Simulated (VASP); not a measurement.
All values below come from PBE GGA, VASP's PBE PAW potentials (set 64) (plane waves; VASP).

The input files of a VASP run:

INCAR:
```
! general
SYSTEM  = Ba
PREC    = Accurate
ENCUT   = 480
LREAL   = .FALSE.   ! projection in real space or not
LASPH   = .TRUE.   ! aspherical one-centre terms

! electronic loop
EDIFF   = 1E-7   ! SCF stop (eV)
NELM    = 100   ! most electronic steps
ALGO    = Normal   ! blocked Davidson
LMAXMIX = 4

! smearing
ISMEAR  = 1
SIGMA   = 0.1   ! width (eV)

! functional
GGA     = PE   ! PBE

! ions
ISIF    = 2   ! forces and stress, cell fixed

! output
LWAVE   = .FALSE.
LCHARG  = .FALSE.
```

### KPOINTS
```
Automatic mesh
0
Gamma
10 10 10
0 0 0
```

### POSCAR
```
Ba
1
   -2.5257331780     2.5257331780     2.5257331780
    2.5257331780    -2.5257331780     2.5257331780
    2.5257331780     2.5257331780    -2.5257331780
Ba
1
Direct
  0.0000000000   0.0000000000   0.0000000000
```

POTCAR, in this order: Ba_sv (PBE.64 set). Program: vasp_std.

What VASP printed:

### OUTCAR
```
 ion  position               nearest neighbor table
   1  0.000  0.000  0.000-
  LATTYP: Found a body centered cubic cell.
 ALAT       =     5.0514663560
 Subroutine PRICEL returns:
 Original cell was already a primitive cell.
 Subroutine GETGRP returns: Found 48 space group operations
The static configuration has the point symmetry O_h .
The dynamic configuration has the point symmetry O_h .
 Subroutine INISYM returns: Found 48 space group operations
 Subroutine IBZKPT returns following result:
 Found     47 irreducible k-points:

 Following reciprocal coordinates:
            Coordinates               Weight
  0.000000  0.000000  0.000000      1.000000
  0.100000  0.000000  0.000000     12.000000
  0.200000  0.000000  0.000000     12.000000
  0.300000  0.000000  0.000000     12.000000
  0.400000  0.000000  0.000000     12.000000
  0.500000  0.000000  0.000000      6.000000
  0.100000  0.100000  0.000000     24.000000
  0.200000  0.100000 -0.000000     48.000000
  0.300000  0.100000  0.000000     48.000000
  0.400000  0.100000 -0.000000     48.000000
...
```

**OSZICAR**
```
       N       E                     dE             d eps       ncg     rms          rms(c)
DAV:   1     0.558622790365E+02    0.55862E+02   -0.40604E+03   846   0.853E+02
DAV:   2     0.320801529104E+00   -0.55541E+02   -0.54854E+02  1031   0.147E+02
DAV:   3    -0.185291619847E+01   -0.21737E+01   -0.21629E+01  1064   0.348E+01
DAV:   4    -0.190464716577E+01   -0.51731E-01   -0.51639E-01  1346   0.463E+00
DAV:   5    -0.190557256888E+01   -0.92540E-03   -0.92509E-03  1206   0.345E-01    0.158E+00
DAV:   6    -0.190543720879E+01    0.13536E-03   -0.25783E-03  1171   0.612E-01    0.946E-01
DAV:   7    -0.190600763738E+01   -0.57043E-03   -0.63631E-03   926   0.102E+00    0.428E-02
DAV:   8    -0.190618037920E+01   -0.17274E-03   -0.33452E-04  1394   0.122E-01    0.272E-02
DAV:   9    -0.190618844060E+01   -0.80614E-05   -0.75356E-06  1146   0.302E-02    0.821E-03
DAV:  10    -0.190619068768E+01   -0.22471E-05   -0.55498E-06  1110   0.184E-02    0.178E-03
DAV:  11    -0.190619076567E+01   -0.77988E-07   -0.51398E-07  1279   0.730E-03
   1 F= -.19061908E+01 E0= -.19060945E+01  d E =-.288860E-03
```

### OUTCAR
```
------------------------ aborting loop because EDIFF is reached ----------------------------------------
  FORCE on cell =-STRESS in cart. coord.  units (eV):
  Direction    XX          YY          ZZ          XY          YZ          ZX
  --------------------------------------------------------------------------------------
  Total       -0.0413021     -0.0413021     -0.0413021     -0.0000000     -0.0000000     -0.0000000
  in kB       -1.0267396     -1.0267396     -1.0267396     -0.0000000     -0.0000000     -0.0000000
  external PRESSURE =      -1.0267396 kB  Pullay stress =       0.0000000 kB
  volume of cell :       64.45
      direct lattice vectors                 reciprocal lattice vectors
    -2.525733178  2.525733178  2.525733178     0.000000000  0.197962320  0.197962320
     2.525733178 -2.525733178  2.525733178     0.197962320  0.000000000  0.197962320
     2.525733178  2.525733178 -2.525733178     0.197962320  0.197962320  0.000000000
 POSITION                                       TOTAL-FORCE (eV/Angst)
 -----------------------------------------------------------------------------------
      0.00000      0.00000      0.00000         0.000000      0.000000      0.000000
 -----------------------------------------------------------------------------------
    total drift:                                0.000000      0.000000     -0.000000
  FREE ENERGIE OF THE ION-ELECTRON SYSTEM (eV)
  ---------------------------------------------------
  free  energy   TOTEN  =        -1.9061907657 eV

  energy  without entropy=       -1.9059019060  energy(sigma->0) =       -1.90609448
```
(Selected blocks of OUTCAR.)

The compound is Ba in the bcc structure. This cell was strained or had an atom moved on purpose.
